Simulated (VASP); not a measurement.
An input for Quantum ESPRESSO's pw.x (written as the equivalent of a VASP run, and not itself run):

```
&CONTROL
  calculation = 'scf'
  pseudo_dir = './pseudo'
  outdir = './out'
  tprnfor = .true.
  tstress = .true.
/
&SYSTEM
  ibrav = 0
  nat = 3
  ntyp = 2
  ecutwfc = 66
  occupations = 'smearing'
  smearing = 'fermi-dirac'
  degauss = 0.00735
  input_dft = 'pbe'
/
&ELECTRONS
  conv_thr = 7.3e-08
  electron_maxstep = 100
/
ATOMIC_SPECIES
  Zr 91.224 Zr.upf
  S 32.060 S.upf
CELL_PARAMETERS angstrom
     3.5811290    0.0000000    0.0000000
    -1.7905650    3.1013490    0.0000000
     0.0000000    0.0000000   16.9473320
ATOMIC_POSITIONS crystal
  Zr   0.0000000  0.0000000  0.5000000
  S    0.3333330  0.6666670  0.5869560
  S    0.6666670  0.3333330  0.4130440
K_POINTS automatic
  7 7 1 0 0 0
```

### Question
Write the VASP files for the same calculation (PBE).

### Answer
This is not unique; one that fits is 
### POSCAR
```
ZrS2
1
    3.5811290000     0.0000000000     0.0000000000
   -1.7905650000     3.1013490000     0.0000000000
    0.0000000000     0.0000000000    16.9473320000
Zr S
1 2
Direct
  0.0000000000   0.0000000000   0.5000000000
  0.3333330000   0.6666670000   0.5869560000
  0.6666670000   0.3333330000   0.4130440000
```

### INCAR
```
SYSTEM = ZrS2
PREC = Accurate; ENCUT = 300; LREAL = F
LASPH = T
EDIFF = 1E-6; NELM = 100; ALGO = Normal
LMAXMIX = 4
ISMEAR = -1; SIGMA = 0.1
GGA = PE
ISIF = 2
LWAVE = F; LCHARG = F
```

File KPOINTS:
```
Automatic mesh
0
Gamma
7 7 1
0 0 0
```

POTCAR, in this order: Zr_sv S (PBE.64 set). Program: vasp_std.

What does not carry over: the potentials are each code's own (VASP's PAW set, PseudoDojo norm-conserving files in pw.x), so ENCUT and ecutwfc are chosen apart and not converted; conv_thr bounds pw.x's estimated SCF error, while EDIFF bounds the energy change between steps.

The cell is a sheet with vacuum, built from a generated structure.
